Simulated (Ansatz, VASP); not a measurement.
## MgO: VASP beside Ansatz

Wanted: the spread between two codes on one cell, functional and k mesh. The cell is taken from a series of VASP runs on this material, whose earlier steps may have relaxed, scaled or displaced it; both programs get it as it stands. Valence electrons are named where the data sets of a main pair hold unlike numbers.

Method: plane waves, with VASP 6.6.1 beside it; relaxation of cell and atoms at r2SCAN and elastic constants at r2SCAN, in Ansatz 0.2.0.

### 1. The starting structure

It takes space group Fm-3m (No. 225, cubic). Conventional cell: a = 4.195 Å, b = 4.195 Å, c = 4.195 Å, α = 90.00°, β = 90.00°, γ = 90.00°. Nearest to Mg lie 6 O at 2.10 Å. O has 6 Mg at 2.10 Å nearest. Farther neighbours and most contacts between anions are not listed.

### 2. Ansatz: relaxation of cell and atoms, r2SCAN

Ansatz runs on its default PAW (the set named soft_2) files.

The relaxed volume is the usual yardstick between codes: in a stiff, nearly cubic crystal its relative difference is about their pressure difference at one cell divided by the bulk modulus.

input.yaml reads:

```yaml
crystal:
  lattice:
    - [0.0, 2.0973029051, 2.0973029051]
    - [2.0973029051, 0.0, 2.0973029051]
    - [2.0973029051, 2.0973029051, 0.0]
  atoms:
    - { symbol: Mg, position: [0.0, 0.0, 0.0] }
    - { symbol: O, position: [0.5, 0.5, 0.5] }
hamiltonian:
  xc: r2scan
  pseudopotentials: { kind: paw }
kpoints:
  mp_grid: { grid: [8, 8, 8] }
scf:
  occupations: { method: gaussian, width: 0.03 }
relax:
  f_tol: 0.01
  max_steps: 60
  cell: { stress_tol: 0.05 }
output:
  forces: true
  stress: true
  write_density: true
  write_potential: true
  elf: true
  volumetric_format: npy
```

Launch:

```console
$ ansatz run input.yaml --threads 4 --pin off --max-ram 9216MiB --backend cpu --events-out ev --progress --plain --runs-dir out
```

Numbers of over 12 decimals in the logs are rounded to 6 here.

What it wrote:

```text
Engine: ansatz 0.2.0, aarch64-unknown-linux-gnu
Pseudopotentials: kind: paw
Pseudopotential: Mg, paw, valence charge 10, recommended cutoff 500 eV (meta_gga), Mg.paw.azcp
Pseudopotential: O, paw, valence charge 6, recommended cutoff 500 eV (meta_gga), O.paw.azcp
Functional definition: r2SCAN
  parameter k0 = 0.174
  parameter k1 = 0.065
  parameter a1 = 4.9479
  exchange = r2scan_x(k0 = k0, k1 = k1, a1 = a1)
  correlation = r2scan_c
Crystal: 2 atoms, lattice volume = 18.451 Å³
Basis set: ecut = 500 eV, 459 PW (Γ), exchange–correlation on 96×96×96 points (64 copies of the dense FFT grid, shifted against one another)
Bands: 12, of which v1, the nominal top of the filled ones, is band 8 counted from 1 (7 counted from 0)
Symmetry: 48 space group operations
Space group: Fm-3m (ITA 225), of the structure as read, at distance tolerance 2.6e-5 Å
k-points: 29 of 512
Non-local potential: Mg, projectors of the file, l = 0: 3, l = 1: 2, l = 2: 1
Non-local potential: O, projectors of the file, l = 0: 2, l = 1: 2, l = 2: 1
PAW form: soft (Blöchl's): semilocal exchange-correlation on the pseudo side does not see the compensation charge
PAW frozen core: Mg, regenerated for the run's functional (the file was generated under x = pbe(κ = 0.804, μ = 0.219515), c = pbe(β = 0.066725))
PAW frozen core: O, regenerated for the run's functional (the file was generated under x = pbe(κ = 0.804, μ = 0.219515), c = pbe(β = 0.066725))
PAW one-centre angular grid: Mg, 302 points (default); XC on 224 Gauss nodes
PAW one-centre angular grid: O, 302 points (default); XC on 160 Gauss nodes
Initial density: superposition of atomic densities (neutral atoms: chi_scale 0, normalization atom), corrected by the library's trained network
Initial wavefunctions: pseudopotential atomic-orbital guess
Functional: x = r2scan, c = r2scan; τ floored in thin density (d = 2e-4 eV/Å³)
SCF iter   1: F=—  HF=-2498.248958 eV  |F-HF|=—  |Δ(HF+E_count)|=         —  Δρ=9.85e-3  dr2=1.02e-2  dr2_τ=7.28e-2  ethr=1.77e-3  ⟨swp⟩=5.9  Hψ=2075  notcnv=0
preconditioner: auto → none  [insulator: Δε(μ)=5.672 eV  Ē_g=20.153 eV  σ=0.030 eV  W_gap=1.00  n_scr=8 (ndim 8)  ℏωp=24.5 eV  f_vac=0.000  D(μ)=0.00/eV (n_scr^D=0)  ε∞_Penn≈2.5]
SCF iter   2: F=—  HF=-2498.334456 eV  |F-HF|=—  |Δ(HF+E_count)|=   8.55e-2  Δρ=4.74e-3  dr2=1.61e-3  dr2_τ=2.39e-4  ethr=6.40e-5  ⟨swp⟩=2.9  Hψ=986  notcnv=0
SCF iter   3: F=—  HF=-2498.334516 eV  |F-HF|=—  |Δ(HF+E_count)|=   6.00e-5  Δρ=9.66e-4  dr2=9.14e-5  dr2_τ=1.50e-5  ethr=1.00e-5  ⟨swp⟩=3.0  Hψ=574  notcnv=0
SCF iter   4: F=—  HF=-2498.334508 eV  |F-HF|=—  |Δ(HF+E_count)|=   7.89e-6  Δρ=2.62e-4  dr2=8.30e-6  dr2_τ=1.24e-6  ethr=5.72e-7  ⟨swp⟩=2.3  Hψ=440  notcnv=0
iter 5 did not close the SCF: its close was put off for the readings that it lacked (scf_convergence_deferred on its scf_iter line)
SCF iter   5: F=-2498.334506 eV  HF=-2498.334506 eV  |F-HF|=8.65e-8  |Δ(HF+E_count)|=   2.39e-6  Δρ=2.85e-5  dr2=6.48e-8  dr2_τ=2.03e-8  ethr=5.19e-8  ⟨swp⟩=2.0  Hψ=455  notcnv=0
SCF iter   6: F=-2498.334506 eV  HF=-2498.334506 eV  |F-HF|=2.96e-10  |Δ(HF+E_count)|=   1.05e-7  Δρ=9.48e-6  dr2=3.42e-9  dr2_τ=1.28e-9  ethr=4.05e-10  ⟨swp⟩=5.1  Hψ=1757  notcnv=0
SCF 1 converged in 6 iterations: F = -2498.334506 eV  dr2 = 3.42e-9
  greatest PAW one-centre occupation: 1.000 electrons in one spin orbital (limit 2), on the Mg atom at site 0 (counted from 0), in its partial waves of l = 0
relax step   1: F+E_penalty+E_count = -2498.33450595 eV  Δ(F+E_penalty+E_count) = +0.000e0 eV  max|allowed force component| = 1.119e-29 eV/Å  Δτ_max = 0.0000 Å  P = +1.190 GPa  Ω = 18.451 Å³  (6 SCF iters, dr2 threshold 1.00e-7 eV, accepted)
[...]
relax step   2: F+E_penalty+E_count = -2498.33480181 eV  Δ(F+E_penalty+E_count) = -2.959e-4 eV  max|allowed force component| = 7.954e-30 eV/Å  Δτ_max = 0.0000 Å  P = +0.678 GPa  Ω = 18.506 Å³  energy of the carried Pulay correction = -2.768e-5 eV  (4 SCF iters, dr2 threshold 2.00e-7 eV, accepted)
[...]
relax step   3: F+E_penalty+E_count = -2498.33492362 eV  Δ(F+E_penalty+E_count) = -1.218e-4 eV  max|allowed force component| = 5.193e-30 eV/Å  Δτ_max = 0.0000 Å  P = +0.008 GPa  Ω = 18.580 Å³  energy of the carried Pulay correction = -6.450e-5 eV  (4 SCF iters, dr2 threshold 2.00e-7 eV, accepted)
[...]
relax step   4: F+E_penalty+E_count = -2498.33498464 eV  Δ(F+E_penalty+E_count) = -6.102e-5 eV  max|allowed force component| = 1.854e-29 eV/Å  Δτ_max = 0.0000 Å  P = +0.006 GPa  Ω = 18.580 Å³  stress off target by 5.62e-3 GPa  SCF on the basis re-selected at this cell (its energy is not comparable with the rows above)  (5 SCF iters)
basis re-selected at this cell: Δ(F+E_penalty+E_count) = -6.102e-5 eV, ΔP = -0.002 GPa vs the last step (what re-selecting the basis moved, of the pressure what is left beyond the Pulay correction that the steps carried, after the strain that the cell walked since its last selection, with what the two solves' SCF thresholds leave and, on support functions, any second-order correction that the steps lacked; it is no m [...]
SCF converged after 5 iterations
Free energy (F): -2498.334985 eV
Harris-Foulkes:  -2498.334985 eV  (|F-HF|=4.55e-12)
Internal energy: -2498.334985 eV  (E = F + TS)
E sigma→0 (E₀):  -2498.334985 eV
Fermi energy:    10.627674 eV
--- Per-component energies (eV) ---
  E_band       = -311.241030
  E_kinetic    = 256.746735
  E_local      = -1601.564697  (includes V_loc(G=0)·N_el)
  E_nonlocal   = 142.538317
  E_hartree    = 554.993472
  E_xc         = -103.293441
  E_vxc        = -149.070252  (∫ρ·V_xc dr)
  E_paw        = -455.984077  (= ΣΔE_a)
  E_vpaw       = -79.516145  (= ΣTr[D̂ρ^β])
  E_aug_tail   = 0.001032  (compensation charges beyond the density's cutoff)
  E_vtau       = 9.637027  (kinetic-family band-sum trace: ∫τ·v_τ [+ j·A + Jᵃ·Aᵃ] dr)
  E_ewald      = -1291.714176
  E_core_change = -0.058149  (= ΣΔE_core)
  E_smearing   = -0.000000  (= −TS)
  E_closure    = 0.000000  (closes the sum)
  Σ components = -2498.334985   (vs F -2498.334985, Δ=0.00e0)
--- Forces (eV/Å), atoms counted from 1 ---
  atom   1  Mg    -0.00000000     0.00000000     0.00000000
  atom   2  O      0.00000000    -0.00000000     0.00000000
  max |Σ_I F_I| component: 3.04e-29 eV/Å
--- Stress (GPa, compression-positive) ---
        0.005616      -0.000000      -0.000000
       -0.000000       0.005616      -0.000000
       -0.000000      -0.000000       0.005616
  P = ⅓ Tr σ = 0.0056 GPa (0.056 kbar)
--- Band table (eV; the first three rows and the last of 29) ---
  k-point 0: bands = [... 4 lower, -10.4455, 7.7854, 7.7854, 7.7854, 13.4698, 24.6419, 24.6419, 24.6419]
  k-point 1: bands = [... 4 lower, -10.2776, 6.8599, 7.6784, 7.6784, 14.3679, 22.9775, 25.0247, 25.0247]
  k-point 2: bands = [... 4 lower, -9.8445, 5.1455, 7.4316, 7.4316, 15.8443, 21.4622, 25.5972, 25.5972]
  k-point 28: bands = [... 4 lower, -8.8690, 4.8233, 4.8233, 6.0043, 20.5276, 20.5276, 21.2585, 24.5545]
--- Relaxed structure (3 steps of the walk, 3 accepted, 1 SCFs on fresh bases) ---
  F+E_penalty+E_count = -2498.33498464 eV   max|allowed force component| = 1.854e-29 eV/Å   (the final SCF, on the basis selected at the relaxed cell)
  cell:  # Å, volume = 18.5804 Å³
    - [0, 2.102204, 2.102204]
    - [2.102204, 0, 2.102204]
    - [2.102204, 2.102204, 0]
  atoms:
    - { symbol: Mg, position: [0, 0, 0] }
    - { symbol: O, position: [0.500000, 0.500000, 0.500000] }
```

Run time: 2.1 s. Hardware: 4 threads of Arm Neoverse V2, shared host; peak memory 0.32 GiB; 5.5 s of CPU time.

### 3. VASP: relaxation of cell and atoms, r2SCAN

The same cell, functional, mesh and smearing now go to VASP, with its own data sets.

Lines of VASP's logs that name or quote its potential files are left out, and so is its time.

INCAR reads:

```
SYSTEM = MgO
PREC = Accurate
ENCUT = 520
EDIFF = 1E-06
NELM = 100
ISMEAR = 0
SIGMA = 0.03
LREAL = .FALSE.
ALGO = Normal
METAGGA = R2SCAN
LASPH = .TRUE.
NBANDS = 10
LORBIT = 11
LWAVE = .FALSE.
LCHARG = .FALSE.
KPAR = 4
IBRION = 2
NSW = 50
ISIF = 3
EDIFFG = -0.006
```

POSCAR reads:

```
MgO
1.0
    0.0000000000      2.0973029051      2.0973029051
    2.0973029051      0.0000000000      2.0973029051
    2.0973029051      2.0973029051      0.0000000000
Mg O
1 1
Direct
    0.0000000000      0.0000000000      0.0000000000
    0.5000000000      0.5000000000      0.5000000000
```

KPOINTS reads:

```
Automatic mesh
0
Gamma
8 8 8
0 0 0
```

PAW data sets: Mg and O (PBE family, release 64).

Launch:

```console
$ mpirun -np 4 vasp_std
```

What it wrote:

```text
[banner, memory and clock lines left out]
running    4 mpi-ranks, on    1 nodes
 distrk:  each k-point on    1 cores,    4 groups
 distr:  one band on    1 cores,    1 groups

 POSCAR found type information on POSCAR MgO
 POSCAR found :  2 types and       2 ions
|                                                                             |
|               ----> ADVICE to this user running VASP <----                  |
|                                                                             |
|     You enforced a specific xc type in the INCAR file but a different       |
|     [... a line on the potential file left out ...]
|     I HOPE YOU KNOW WHAT YOU ARE DOING!                                     |
|                                                                             |

 LDA part: xc-table for (None), standard interpolation
 POSCAR, INCAR and KPOINTS ok, starting setup
 FFT: planning ... GRIDC
 FFT: planning ... GRID_SOFT
 FFT: planning ... GRID
 WAVECAR not read
 entering main loop
       N       E                     dE             d eps       ncg     rms          rms(c)
DAV:   1     0.866010421839E+01    0.86601E+01   -0.48525E+03   692   0.736E+02
DAV:   2    -0.192802396192E+02   -0.27940E+02   -0.27316E+02   654   0.150E+02
DAV:   3    -0.198377297825E+02   -0.55749E+00   -0.55705E+00   672   0.188E+01
DAV:   4    -0.198391683826E+02   -0.14386E-02   -0.14386E-02   640   0.108E+00
DAV:   5    -0.198391736267E+02   -0.52442E-05   -0.52441E-05   664   0.657E-02    0.683E+00
DAV:   6    -0.160847774278E+02    0.37544E+01   -0.56360E+00   596   0.140E+01    0.195E+00
DAV:   7    -0.161521187254E+02   -0.67341E-01   -0.22857E-01   630   0.372E+00    0.143E+00
DAV:   8    -0.161641544734E+02   -0.12036E-01   -0.55759E-02   580   0.255E+00    0.478E-01
DAV:   9    -0.161614031315E+02    0.27513E-02   -0.87653E-03   608   0.671E-01    0.131E-01
DAV:  10    -0.161613481820E+02    0.54950E-04   -0.93876E-04   636   0.236E-01    0.211E-02
DAV:  11    -0.161613653921E+02   -0.17210E-04   -0.80421E-06   630   0.302E-02    0.619E-03
DAV:  12    -0.161613666035E+02   -0.12113E-05   -0.37956E-07   334   0.488E-03    0.312E-03
DAV:  13    -0.161613664641E+02    0.13937E-06   -0.75979E-07   324   0.649E-03
   1 F= -.16161366E+02 E0= -.16161366E+02  d E =-.161614E+02
 curvature:   0.00 expect dE= 0.000E+00 dE for cont linesearch  0.000E+00
 trial: gam= 0.00000 g(F)=  0.151E-60 g(S)=  0.127E-05 ort = 0.000E+00 (trialstep = 0.100E+01)
 search vector abs. value=  0.128E-05
 reached required accuracy - stopping structural energy minimisation
```

Parts of OUTCAR (step 3):

```text
ion  position               nearest neighbor table
   1  0.000  0.000  0.000-   2 2.10   2 2.10   2 2.10   2 2.10   2 2.10   2 2.10
   2  0.500  0.500  0.500-   1 2.10   1 2.10   1 2.10   1 2.10   1 2.10   1 2.10

  LATTYP: Found a face centered cubic cell.
 ALAT       =     4.1946058102

 Subroutine GETGRP returns: Found 48 space group operations
 (whereof 48 operations were pure point group operations)

The static configuration has the point symmetry O_h .

 Found     29 irreducible k-points:

   k-points           NKPTS =     29   k-points in BZ     NKDIM =     29   number of bands    NBANDS=     10

   dimension x,y,z NGX =    24 NGY =   24 NGZ =   24
   dimension x,y,z NGXF=    48 NGYF=   48 NGZF=   48

   ENCUT  =  520.0 eV  38.22 Ry    6.18 a.u.   5.51  5.51  5.51*2*pi/ulx,y,z

   NELECT =       8.0000    total number of electrons

 k-points in reciprocal lattice and weights: Automatic mesh
   0.00000000  0.00000000  0.00000000       0.002
   0.12500000  0.00000000  0.00000000       0.016
   0.25000000  0.00000000  0.00000000       0.016
   0.37500000  0.00000000  0.00000000       0.016
   0.50000000  0.00000000  0.00000000       0.008
   0.12500000  0.12500000  0.00000000       0.012
   0.25000000  0.12500000  0.00000000       0.047
   0.37500000  0.12500000  0.00000000       0.047
   0.50000000  0.12500000  0.00000000       0.047
[...]
-0.37500000  0.50000000  0.12500000       0.023
  -0.25000000  0.50000000  0.25000000       0.012

 average (electrostatic) potential at core
       1 -38.1551       2 -73.1944

 E-fermi :   3.1118

 k-point     1 :       0.0000    0.0000    0.0000
  band No.  band energies     occupation
      1     -15.3968      2.00000
      2       2.8678      2.00000
      3       2.8678      2.00000
      4       2.8678      2.00000
      5       8.5989      0.00000
      6      19.7747      0.00000
      7      19.7747      0.00000
      8      19.7747      0.00000
      9      23.9559      0.00000
    ...

 k-point     2 :       0.1250    0.0000    0.0000
  band No.  band energies     occupation
      1     -15.2327      2.00000
      2       1.9357      2.00000
      3       2.7597      2.00000
      4       2.7597      2.00000
      5       9.4994      0.00000
      6      18.0987      0.00000
      7      20.1604      0.00000
      8      20.1604      0.00000
      9      24.7974      0.00000
    ...

 k-point     3 :       0.2500    0.0000    0.0000
  band No.  band energies     occupation
      1     -14.8083      2.00000
      2       0.2068      2.00000
      3       2.5101      2.00000
      4       2.5101      2.00000
      5      10.9728      0.00000
      6      16.5841      0.00000
      7      20.7220      0.00000
      8      20.7220      0.00000
      9      24.4120      0.00000
    ...

  Total        0.0041974      0.0041974      0.0041974      0.0000000      0.0000000     -0.0000000
  in kB        0.3644832      0.3644832      0.3644832      0.0000000      0.0000000     -0.0000000
  external PRESSURE =       0.3644832 kB  Pullay stress =       0.0000000 kB

  energy-cutoff  :      520.00
  volume of cell :       18.45
      direct lattice vectors                 reciprocal lattice vectors
     0.000000000  2.097302905  2.097302905    -0.238401424  0.238401424  0.238401424
     2.097302905  0.000000000  2.097302905     0.238401424 -0.238401424  0.238401424
     2.097302905  2.097302905  0.000000000     0.238401424  0.238401424 -0.238401424

 POSITION                                       TOTAL-FORCE (eV/Angst)
 -----------------------------------------------------------------------------------
      0.00000      0.00000      0.00000         0.000000     -0.000000     -0.000000
      2.09730      2.09730      2.09730        -0.000000      0.000000      0.000000
 -----------------------------------------------------------------------------------
    total drift:                               -0.000000     -0.000000      0.000000

  FREE ENERGIE OF THE ION-ELECTRON SYSTEM (eV)
  ---------------------------------------------------
  free  energy   TOTEN  =       -16.1613664641 eV

  energy  without entropy=      -16.1613664641  energy(sigma->0) =      -16.16136646

 reached required accuracy - stopping structural energy minimisation

 total charge
# of ion       s       p       d       tot
------------------------------------------
    1        0.141   0.178   0.076   0.395
    2        1.545   3.595   0.000   5.140
--------------------------------------------------
tot          1.687   3.773   0.076   5.536

[... 3 further parts left out ...]
```

The gap is read on the k-mesh alone, so it is an upper bound where the band edges lie off the mesh. The run keeps the 48 symmetry operations of its start, so it cannot find a distortion of lower symmetry.

### 4. Comparison

Known differences besides the potentials themselves: VASP keeps PBE cores, Ansatz makes them for the functional; both relaxations stop at a tolerance, which leaves soft axes loose, and VASP keeps its plane-wave basis; the data sets hold 16 valence electrons in Ansatz (on its default PAW (the set named soft_2) files) and 8 in VASP; the cutoff is 500 eV in Ansatz and 520 eV in VASP; Ansatz adds a Pulay correction to the stress that steers its cell, VASP none. Total energies have different zeros and are not compared.

The two programs side by side:

| quantity | Ansatz | VASP | difference |
| --- | --- | --- | --- |
| volume (Å³) | 18.58 | 18.45 | +0.70 % |
| edge a after relaxation, in the typed setting (Å) | 2.973 | 2.966 | +0.24 % |

The walks stopped with 0.01 GPa left in Ansatz and 0.04 GPa in VASP; each walk ends within a tolerance, so the volume difference is uncertain by about these residues over the bulk modulus, most in soft cells.

(Continued in part 2 of 2.)

[Lines on the potential files, build, host, timing and source positions are cut from VASP's logs without a mark.]

[Logs are printed without paths, hosts, clocks, repeated set-up lines and the standing remarks that a program may print on its own settings, such as how far it seeks lower states.]

[Hosts, paths, dates, database ids (printed as entryN), source tags and the programs' standing remarks are cut or masked in the printed files.]
